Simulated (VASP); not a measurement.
Crystal: Al.

```
CELL_PARAMETERS angstrom
0.00000 2.02481 2.02481
2.02481 0.00000 2.02481
2.02481 2.02481 0.00000
ATOMIC_POSITIONS crystal
Al 0.00000 0.00000 0.00000
```

Base run:

| Item | Value |
| --- | --- |
| Program | VASP 6.6.1 |
| Functional | PBE |
| Potentials or basis | VASP PAW PBE potentials, release 64 (Al) |
| Cutoff | 350 eV |
| k mesh | 12 × 12 × 12 |
| Occupations | gaussian, width 0.1 eV |
| Spin | no spin polarisation |

Its results: band gap on the k mesh none (metal or under the smearing width); pressure -0.4 GPa.

Problem. After a change of settings the same cell gave: band gap on the k mesh none (metal or under the smearing width); pressure 0.2 GPa. Which change was it?
A. cutoff from 350 eV to 520 eV; k mesh from 12 × 12 × 12 to 10 × 10 × 10
B. cutoff from 350 eV to 520 eV; k mesh from 12 × 12 × 12 to 24 × 24 × 24
C. cutoff from 350 eV to 520 eV; k mesh from 12 × 12 × 12 to 4 × 4 × 4
D. cutoff from 350 eV to 520 eV; k mesh from 12 × 12 × 12 to 14 × 14 × 14

Solution. C.

Caveats: some runs use coarse meshes.
